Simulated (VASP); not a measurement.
VASP ran on this input.

KPOINTS:
```
Automatic mesh
0
Gamma
  8 8 8
```

INCAR:
```
SYSTEM = CuCl
PREC = Accurate
ENCUT = 480
EDIFF = 1E-7
NELM = 100
ALGO = Normal
LREAL = .FALSE.
LASPH = .TRUE.
ISMEAR = 0
SIGMA = 0.05
GGA = PE
LMAXMIX = 4
LWAVE = .FALSE.
LCHARG = .FALSE.
ISIF = 3
IBRION = 2
NSW = 40
EDIFFG = -0.01
PSTRESS = 100
```

**POSCAR**
```
CuCl
1
    0.0000000000     2.7086024784     2.7086024784
    2.7086024784     0.0000000000     2.7086024784
    2.7086024784     2.7086024784    -0.0000000000
Cu Cl
1 1
Direct
  1.0000000000   1.0000000000   1.0000000000
  0.2500000000   0.2500000000   0.2500000000
```

POTCAR, in this order: Cu Cl (PBE.64 set). Program: vasp_std.

Write an equivalent input for Quantum ESPRESSO's pw.x.

One equivalent input (not run):
```
&CONTROL
  calculation = 'vc-relax'
  pseudo_dir = './pseudo'
  outdir = './out'
  tprnfor = .true.
  tstress = .true.
  nstep = 40
  forc_conv_thr = 0.00039
/
&SYSTEM
  ibrav = 0
  nat = 2
  ntyp = 2
  ecutwfc = 92
  occupations = 'smearing'
  smearing = 'gaussian'
  degauss = 0.003675
  input_dft = 'pbe'
/
&ELECTRONS
  conv_thr = 7.3e-09
  electron_maxstep = 100
/
&IONS
/
&CELL
  press = 100
/
ATOMIC_SPECIES
  Cu 63.546 Cu.upf
  Cl 35.450 Cl.upf
CELL_PARAMETERS angstrom
     0.0000000    2.7086025    2.7086025
     2.7086025    0.0000000    2.7086025
     2.7086025    2.7086025   -0.0000000
ATOMIC_POSITIONS crystal
  Cu   1.0000000  1.0000000  1.0000000
  Cl   0.2500000  0.2500000  0.2500000
K_POINTS automatic
  8 8 8 0 0 0
```
What does not carry over: the potentials are each code's own (VASP's PAW set, PseudoDojo norm-conserving files in pw.x), so ENCUT and ecutwfc are chosen apart and not converted; conv_thr bounds pw.x's estimated SCF error, while EDIFF bounds the energy change between steps; forc_conv_thr acts on force components and is met together with etot_conv_thr.

The compound is CuCl in the zinc blende structure. This run relaxes it under an external pressure of 10 GPa. Symmetry was kept, so distortions that lower it aren't found.
